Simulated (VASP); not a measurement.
Output of a VASP run:

**OSZICAR**
```
       N       E                     dE             d eps       ncg     rms          rms(c)
DAV:   1     0.346645897452E+03    0.34665E+03   -0.15746E+04   648   0.138E+03
DAV:   2     0.252638967724E+02   -0.32138E+03   -0.31721E+03   638   0.420E+02
DAV:   3    -0.201466457547E+02   -0.45411E+02   -0.45247E+02  1078   0.137E+02
DAV:   4    -0.243113215954E+02   -0.41647E+01   -0.41241E+01   912   0.343E+01
DAV:   5    -0.246683243362E+02   -0.35700E+00   -0.35664E+00   866   0.798E+00    0.133E+01
DAV:   6    -0.201445242568E+02    0.45238E+01   -0.56978E+01   868   0.482E+01    0.569E+00
DAV:   7    -0.197644640612E+02    0.38006E+00   -0.60911E+00   842   0.179E+01    0.225E+00
DAV:   8    -0.197838089854E+02   -0.19345E-01   -0.24393E-01   832   0.303E+00    0.856E-01
DAV:   9    -0.197997993270E+02   -0.15990E-01   -0.44721E-02   936   0.125E+00    0.413E-01
DAV:  10    -0.198112412176E+02   -0.11442E-01   -0.43158E-02   992   0.554E-01    0.236E-01
DAV:  11    -0.198140063255E+02   -0.27651E-02   -0.67440E-03   942   0.245E-01    0.160E-01
DAV:  12    -0.198165515233E+02   -0.25452E-02   -0.12801E-02   872   0.261E-01    0.840E-02
DAV:  13    -0.198170245076E+02   -0.47298E-03   -0.28698E-03  1008   0.162E-01    0.342E-02
DAV:  14    -0.198170893024E+02   -0.64795E-04   -0.45280E-04   880   0.661E-02    0.219E-02
DAV:  15    -0.198171420555E+02   -0.52753E-04   -0.30600E-04   850   0.589E-02    0.202E-02
DAV:  16    -0.198171709030E+02   -0.28847E-04   -0.54672E-04   984   0.676E-02    0.151E-02
DAV:  17    -0.198171801478E+02   -0.92448E-05   -0.95464E-05   876   0.442E-02    0.544E-03
DAV:  18    -0.198171821918E+02   -0.20440E-05   -0.16206E-05   648   0.180E-02    0.169E-03
DAV:  19    -0.198171824449E+02   -0.25318E-06   -0.10318E-05   548   0.848E-03    0.105E-03
DAV:  20    -0.198171826623E+02   -0.21731E-06   -0.10830E-06   500   0.536E-03
   1 F= -.19817183E+02 E0= -.19811918E+02  d E =-.105296E-01
```

File OUTCAR:
```
------------------------ aborting loop because EDIFF is reached ----------------------------------------
  FORCE on cell =-STRESS in cart. coord.  units (eV):
  Direction    XX          YY          ZZ          XY          YZ          ZX
  --------------------------------------------------------------------------------------
  Total       -5.7489418     -5.7489416     -4.6847608     -0.0000008      0.0000000      0.0000000
  in kB      -80.7803267    -80.7803246    -65.8271604     -0.0000108      0.0000000      0.0000000
  external PRESSURE =     -75.7959373 kB  Pullay stress =       0.0000000 kB
  volume of cell :      114.02
      direct lattice vectors                 reciprocal lattice vectors
     4.315885000  0.000000000  0.000000000     0.231702189  0.133773292  0.000000000
    -2.157942000  3.737666000  0.000000000     0.000000000  0.267546645  0.000000000
     0.000000000  0.000000000  7.068423000     0.000000000  0.000000000  0.141474272
 POSITION                                       TOTAL-FORCE (eV/Angst)
 -----------------------------------------------------------------------------------
      2.15794      1.24589      0.00000         0.000000     -0.000000     -0.203367
     -0.00000      2.49178      3.53421        -0.000000      0.000000     -0.203367
      2.15794      1.24589      4.41918         0.000000     -0.000000      0.203367
     -0.00000      2.49178      0.88497        -0.000000      0.000000      0.203367
 -----------------------------------------------------------------------------------
    total drift:                                0.000981     -0.000566     -0.000197
  FREE ENERGIE OF THE ION-ELECTRON SYSTEM (eV)
  ---------------------------------------------------
  free  energy   TOTEN  =       -19.8171826623 eV

  energy  without entropy=      -19.8066530123  energy(sigma->0) =      -19.81191784

 total charge

# of ion       s       p       d       tot
------------------------------------------
    1        2.145   6.055   1.794   9.995
    2        2.145   6.055   1.794   9.995
    3        1.428   2.413   0.045   3.885
    4        1.428   2.413   0.045   3.885
--------------------------------------------------
tot          7.146  16.936   3.679  27.761
```
(Selected blocks of OUTCAR.)

File POSCAR:
```
TiSe
1
    4.3158850000     0.0000000000     0.0000000000
   -2.1579420000     3.7376660000     0.0000000000
    0.0000000000     0.0000000000     7.0684230000
Ti Se
2 2
Direct
  0.6666670000   0.3333330000   0.0000000000
  0.3333330000   0.6666670000   0.5000000000
  0.6666670000   0.3333330000   0.6252000000
  0.3333330000   0.6666670000   0.1252000000
```

Question: Write an INCAR and KPOINTS that could have produced this output.

Answer: Several could match; the one computed here: the input of the run itself, PBE GGA + U (Dudarev), plane waves, VASP's PBE PAW potentials (set 64).

File KPOINTS:
```
Automatic mesh
0
Gamma
6 6 3
0 0 0
```

### INCAR
```
# general
SYSTEM    = TiSe
PREC      = Accurate
ENCUT     = 400
LREAL     = .False.   # projection in real space or not
LASPH     = .True.

# electronic loop
EDIFF     = 1E-6
NELM      = 100
ALGO      = Normal   # blocked Davidson
LMAXMIX   = 4   # l cut-off of mixed one-centre charges

# smearing
ISMEAR    = 0
SIGMA     = 0.05

# functional
GGA       = PE

# DFT+U
LDAU      = .True.
LDAUTYPE  = 2   # Dudarev
LDAUL     = 2 -1
LDAUU     = 3.0 0
LDAUJ     = 0 0
LDAUPRINT = 1

# ions
ISIF      = 2

# output
LWAVE     = .False.
LCHARG    = .False.
LORBIT    = 10
```

POTCAR, in this order: Ti_sv Se (PBE.64 set). Program: vasp_std.

The structure was generated: TiSe was put into the wurtzite type (P6_3mc), which need not be its known phase. The cell was not relaxed at this level. The run is one of a series of settings (LDAU = .TRUE., LDAUJ = 0 0, LDAUL = 2 -1, LDAUTYPE = 2, LDAUU = 3.0 0 against the base run), some of them coarse on purpose.
